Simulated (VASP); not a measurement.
These are AM05 GGA, VASP's PBE PAW potentials (set 64) (plane waves; VASP) values and carry that method's errors.

VASP ran on this input.

File POSCAR:
```
Si
5.5435680
  0.0000000000   0.5000000109   0.5000000109
  0.5000000109   0.0000000000   0.5000000109
  0.5000000109   0.5000000109   0.0000000000
Si
2
direct
  0.0000000000   0.0000000000   0.0000000000
  0.2500000000   0.2500000000   0.2500000000
```

KPOINTS:
```
Regular mesh
0
gamma
8 8 8
0 0 0
```

### INCAR
```
SYSTEM = Si
PREC = Accurate; ENCUT = 520; LREAL = .FALSE.
LASPH = .TRUE.
EDIFF = 1E-7; NELM = 100; ALGO = Normal
ISMEAR = 0; SIGMA = 0.05
GGA = AM
ISIF = 2
LWAVE = .FALSE.; LCHARG = .FALSE.
```

POTCAR, in this order: Si (PBE.64 set). Program: vasp_std.

Estimate the energy per atom (σ→0), pressure.

```yaml
energy per atom (σ→0): -5.579 eV/atom
pressure: -4.78 GPa
```

**OSZICAR**
```
...
DAV:   6    -0.112129775042E+02    0.12490E+00   -0.66732E-02   576   0.140E+00    0.287E+00
DAV:   7    -0.111563216170E+02    0.56656E-01   -0.11919E-01   576   0.200E+00    0.152E-01
DAV:   8    -0.111578938593E+02   -0.15722E-02   -0.36485E-03   592   0.469E-01    0.809E-02
DAV:   9    -0.111583264700E+02   -0.43261E-03   -0.61135E-04   552   0.173E-01    0.342E-02
DAV:  10    -0.111583426454E+02   -0.16175E-04   -0.20907E-05   608   0.373E-02    0.681E-03
DAV:  11    -0.111583472935E+02   -0.46481E-05   -0.80488E-06   528   0.214E-02    0.567E-03
DAV:  12    -0.111583473321E+02   -0.38585E-07   -0.44216E-07   672   0.596E-03
   1 F= -.11158347E+02 E0= -.11158347E+02  d E =-.134692E-12
```

The compound is Si in the diamond structure. This cell is one point of a volume scan, at 1.06 of the reference volume.
